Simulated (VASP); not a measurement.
# Cl3Si2H3 in VASP: further runs, part 2 of 2

VASP 6.6.1.

## Step 3: Relaxation of the atoms, PBE (atoms moved at random, drawn with an rms of 0.02 Å)

Contents of INCAR:

```
SYSTEM = Si2H3Cl3
PREC = Accurate
ENCUT = 520
EDIFF = 1E-7
ISMEAR = 0
SIGMA = 0.01
LREAL = .False.
LASPH = .True.
NELM = 80
ALGO = Normal
ISIF = 2
LWAVE = .False.
LCHARG = .False.
GGA = PE
IBRION = 2
NSW = 40
EDIFFG = -0.02
```

Contents of KPOINTS:

```
regular mesh
0
Gamma
  1 1 1
  0 0 0
```

Contents of POSCAR:

```
Si2H3Cl3
1.0
   13.0000000000      0.0000000000      0.0000000000
    0.0000000000     13.0000000000      0.0000000000
    0.0000000000      0.0000000000     14.0000000000
Cl Si H
3 2 3
Direct
    0.3545200000      0.5433030000      0.6173180000
    0.4768120000      0.3586980000      0.4068350000
    0.4655520000      0.6074860000      0.3495980000
    0.5097830000      0.5423500000      0.5936170000
    0.5376880000      0.4997820000      0.4309010000
    0.5592560000      0.4639910000      0.6549730000
    0.5530690000      0.6462420000      0.6147830000
    0.6471090000      0.4965330000      0.4038940000
```

Potentials or basis: VASP PAW PBE potentials, release 64 (Cl, Si, H).

The run is started by

```console
cat potpaw_PBE.64/Cl/POTCAR potpaw_PBE.64/Si/POTCAR potpaw_PBE.64/H/POTCAR > POTCAR
mpirun -np 1 vasp_gam > vasp.out
```

It took 29 min on 1 thread of Intel Xeon Platinum 8375C at 2.90GHz (Ice Lake), shared host; peak memory 1.9 GiB.

The run converged. Its results:

```yaml
Free_energy: -30.9496 eV
Energy_gained_by_relaxing: 3.8 meV/atom
Ionic_steps: 14
Largest_force_after_relaxing: 0.015 eV/Å
Gap_between_the_frontier_levels: 4.90 eV
```

Forces in eV/Å, atoms in the order of the input:
```
Cl  -0.005  0.000  0.012
Cl   0.005  0.011 -0.005
Cl  -0.002 -0.003 -0.003
Si  -0.014  0.005  0.000
Si   0.002 -0.009 -0.005
H    0.004 -0.005  0.000
H    0.008  0.003 -0.005
H    0.003 -0.001  0.007
```

The path:
```tsv
step	energy change (eV)	largest force (eV/Å)	pressure (GPa)
1	0.0000	0.7938	0.07
2	-0.0143	0.6832	-0.02
3	-0.0267	0.1356	0.02
4	-0.0283	0.0586	0.01
5	-0.0284	0.0678	0.00
6	-0.0289	0.0470	0.00
7	-0.0289	0.0683	-0.01
8	-0.0294	0.0387	-0.01
9	-0.0294	0.0592	-0.01
10	-0.0298	0.0326	-0.01
11	-0.0300	0.0304	0.00
12	-0.0301	0.0373	0.00
13	-0.0301	0.0263	0.00
14	-0.0301	0.0147	0.00
```

Final structure:
```
CELL_PARAMETERS angstrom
13.00000 0.00000 0.00000
0.00000 13.00000 0.00000
0.00000 0.00000 14.00000
ATOMIC_POSITIONS crystal
Cl 0.35409 0.54364 0.61878
Cl 0.47626 0.35667 0.40556
Cl 0.46579 0.60832 0.34719
Si 0.51047 0.54222 0.59345
Si 0.53742 0.50020 0.43174
H 0.55919 0.46391 0.65681
H 0.55281 0.64622 0.61529
H 0.64777 0.49720 0.40309
```

Levels at points of the mesh, in eV from the valence-band top:
```csv
k point,band 13,band 14,band 15,band 16,band 17,band 18,band 19,band 20
"(0.00, 0.00, 0.00)",-1.07,-1.01,-0.80,0.00,4.90,5.45,5.96,6.34
```

## Step 4: Atomic charges, PBE+TS

Contents of INCAR:

```
SYSTEM = Si2H3Cl3
PREC = Accurate
ENCUT = 520
EDIFF = 1E-6
ISMEAR = 0
SIGMA = 0.01
LREAL = .False.
LASPH = .True.
NELM = 80
ALGO = Normal
ISIF = 2
LWAVE = .False.
LCHARG = .True.
GGA = PE
IVDW = 2
LORBIT = 10
LELF = .True.
LVHAR = .True.
LVACPOTAV = .True.
```

KPOINTS is that of step 3.

Contents of POSCAR:

```
Si2H3Cl3
1.0
   13.0000000000      0.0000000000      0.0000000000
    0.0000000000     13.0000000000      0.0000000000
    0.0000000000      0.0000000000     14.0000000000
Cl Si H
3 2 3
Direct
    0.3552000000      0.5436269200      0.6164571400
    0.4749846200      0.3576423100      0.4069071400
    0.4653307700      0.6073115400      0.3487500000
    0.5109615400      0.5421192300      0.5927000000
    0.5372769200      0.4997115400      0.4320000000
    0.5589615400      0.4642884600      0.6561071400
    0.5532692300      0.6455884600      0.6140428600
    0.6468000000      0.4961038500      0.4029857100
```

Potentials or basis: VASP PAW PBE potentials, release 64 (Cl, Si, H).

The run is started by

```console
cat potpaw_PBE.64/Cl/POTCAR potpaw_PBE.64/Si/POTCAR potpaw_PBE.64/H/POTCAR > POTCAR
mpirun -np 1 vasp_gam > vasp.out
```

OUTCAR:

```text
SYSTEM = Si2H3Cl3
   PREC = Accurate
   ENCUT = 520
   EDIFF = 1E-6
   ISMEAR = 0
   LREAL = .False.
   LASPH = .True.
   NELM = 80
   ISIF = 2
   GGA = PE
   IVDW = 2
   LORBIT = 10
  IVDW =   2

 ion  position               nearest neighbor table
   1  0.355  0.544  0.616-   4 2.05
   2  0.475  0.358  0.407-   5 2.05
   3  0.465  0.607  0.349-   5 2.05
   4  0.511  0.542  0.593-   7 1.48   6 1.48   1 2.05   5 2.34
   5  0.537  0.500  0.432-   8 1.48   3 2.05   2 2.05   4 2.34
   6  0.559  0.464  0.656-   4 1.48
   7  0.553  0.646  0.614-   4 1.48
[... 240 lines left out ...]
    13.000000000  0.000000000  0.000000000     0.076923077  0.000000000  0.000000000
     0.000000000 13.000000000  0.000000000     0.000000000  0.076923077  0.000000000
     0.000000000  0.000000000 14.000000000     0.000000000  0.000000000  0.071428571

 POSITION                                       TOTAL-FORCE (eV/Angst)
 -----------------------------------------------------------------------------------
      4.61760      7.06715      8.63040        -0.239694      0.007626      0.062929
      6.17480      4.64935      5.69670        -0.092171     -0.259666     -0.053642
      6.04930      7.89505      4.88250        -0.109234      0.196849     -0.168322
      6.64250      7.04755      8.29780         0.069546      0.002548      0.001708
      6.98460      6.49625      6.04800         0.073146      0.019385      0.068689
      7.26650      6.03575      9.18550         0.071245     -0.101812      0.098802
      7.19250      8.39265      8.59660         0.063668      0.141048      0.038378
      8.40840      6.44935      5.64180         0.163495     -0.005978     -0.048541
 -----------------------------------------------------------------------------------
    total drift:                               -0.000043      0.000180     -0.000183

  FREE ENERGIE OF THE ION-ELECTRON SYSTEM (eV)
  ---------------------------------------------------
  free  energy   TOTEN  =       -31.0317337259 eV

  energy  without entropy=      -31.0317337259  energy(sigma->0) =      -31.03173373

 total charge

# of ion       s       p       d       tot
------------------------------------------
    1        1.602   3.546   0.000   5.148
    2        1.603   3.547   0.000   5.150
    3        1.603   3.547   0.000   5.150
    4        0.729   0.966   0.000   1.695
    5        0.723   0.910   0.000   1.633
    6        0.574   0.014   0.000   0.588
    7        0.574   0.014   0.000   0.588
    8        0.577   0.014   0.000   0.591
--------------------------------------------------
tot          7.985  12.558   0.000  20.542
```

OSZICAR:

```text
N       E                     dE             d eps       ncg     rms          rms(c)
DAV:   1     0.345131206346E+03    0.34513E+03   -0.73425E+03    42   0.909E+02
DAV:   2     0.104713979553E+03   -0.24042E+03   -0.22917E+03    68   0.151E+02
DAV:   3    -0.175752566043E+02   -0.12229E+03   -0.12159E+03    60   0.120E+02
[... 18 lines left out ...]
DAV:  22    -0.309410082211E+02   -0.58438E-04   -0.32266E-06    34   0.673E-03    0.297E-03
DAV:  23    -0.309410157181E+02   -0.74970E-05   -0.18338E-07    36   0.239E-03    0.182E-03
DAV:  24    -0.309410237974E+02   -0.80792E-05   -0.30407E-07    26   0.286E-03    0.181E-03
DAV:  25    -0.309410281636E+02   -0.43662E-05   -0.18687E-07    31   0.197E-03    0.915E-04
DAV:  26    -0.309410289217E+02   -0.75812E-06   -0.10556E-08    36   0.869E-04
   1 F= -.31031734E+02 E0= -.31031734E+02  d E =-.550420E-25
```

stdout:

```text
POSCAR found type information on POSCAR ClSiH
 POSCAR found :  3 types and       8 ions
 scaLAPACK will be used
 LDA part: xc-table for (Slater+PW92), standard interpolation
 POSCAR, INCAR and KPOINTS ok, starting setup
 FFT: planning ... GRIDC
 FFT: planning ... GRID_SOFT
 FFT: planning ... GRID
 WAVECAR not read
 entering main loop
 augmentation electrons   32.0128576882459
 total        electrons   32.0128576882459
 augmentation electrons   51.7933548889685
 total        electrons   51.7933548889685
 augmentation electrons  -3.22076975971725
 soft         electrons   35.2336274107327
 total        electrons   32.0128576510155
 translations:           1           1           1
```

Run time: 4.2 min. Hardware: 1 thread of Intel Xeon Platinum 8375C at 2.90GHz (Ice Lake), shared host; peak memory 1.7 GiB.

Results:

```yaml
Free_energy: -31.0317 eV
Largest_force: 0.281 eV/Å
Gap_between_the_frontier_levels: 4.94 eV
Valence_electrons_inside_the_program's_atomic_spheres: Cl 5.15; Si 1.70, 1.63; H 0.59
Hirshfeld_charges: Cl -0.10, -0.09; Si +0.23, +0.24; H -0.06 e
Dispersion_energy_per_atom: -0.011 eV
```

Forces on the atoms (eV/Å):
```
Cl  -0.240  0.008  0.063
Cl  -0.092 -0.260 -0.054
Cl  -0.109  0.197 -0.168
Si   0.070  0.003  0.002
Si   0.073  0.019  0.069
H    0.071 -0.102  0.099
H    0.064  0.141  0.038
H    0.163 -0.006 -0.049
```

A hybrid or GW would open this gap; PBE tends to underestimate it.

## Step 5: The reference run

An earlier run on the cell as given: functional PBE; potentials or basis VASP PAW PBE potentials, release 64 (Cl, Si, H); cutoff 520 eV; k mesh 1 × 1 × 1; occupations gaussian, width 0.01 eV; no spin polarisation.

- Largest force: 0.252 eV/Å
- Gap between the frontier levels: 4.94 eV

## Step 6: Overview

| task | level | cell | gap on the mesh (eV) | largest force (eV/Å) |
| --- | --- | --- | --- | --- |
| single point | PBE | atoms moved at random, drawn with an rms of 0.05 Å | 4.77 | 2.77 |
| relaxation of the atoms | PBE | atoms relaxed from: atoms moved at random, drawn with an rms of 0.02 Å | 4.90 | 0.01 |
| atomic charges | PBE+TS | as given | 4.94 | 0.28 |
| single point | PBE | as given | 4.94 | 0.25 |

Alike in all rows: potentials or basis VASP PAW PBE potentials, release 64 (Cl, Si, H); no spin polarisation; k mesh 1 × 1 × 1; cutoff (eV) 520; smearing gaussian 0.01 eV.

Total energies depend on the potentials used, so only differences within one code and one set of settings carry meaning.
